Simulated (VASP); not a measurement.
Here is the system:

```xyz
3
Lattice="2.1440 -3.7136 0.0000 2.1440 3.7136 0.0000 0.0000 0.0000 5.9407" Properties=species:S:1:pos:R:3 pbc="T T T"
Te     2.7520    -2.6605     3.9605
Te     3.0721     0.0000     0.0000
Te     2.7520     2.6605     1.9802
```

Calculation: LDA (Ceperley-Alder, Perdew-Zunger), VASP's LDA PAW potentials (set 64) (plane waves; VASP). Numerical set-up: 400 eV cut-off, 14×14×9 Γ-centred mesh, Gaussian smearing of 0.010 eV, potentials Te.

Question: Give the force on each atom (eV/Å).

Answer: 
```json
[
 {"atom": "Te1", "Fx": "0.027", "Fy": "0.047", "Fz": "0.000"},
 {"atom": "Te2", "Fx": "-0.055", "Fy": "0.000", "Fz": "0.000"},
 {"atom": "Te3", "Fx": "0.027", "Fy": "-0.047", "Fz": "0.000"}
]
```

Question: Give the stress tensor in GPa (positive for a compressed cell).

Answer: 
```
-0.08   0.00   0.00
 0.00  -0.08   0.00
 0.00   0.00  -0.08
```
The pressure is its mean diagonal, -0.08 GPa.

The compound is Te in the trig structure. It was relaxed first, which changed the volume by -7 %.
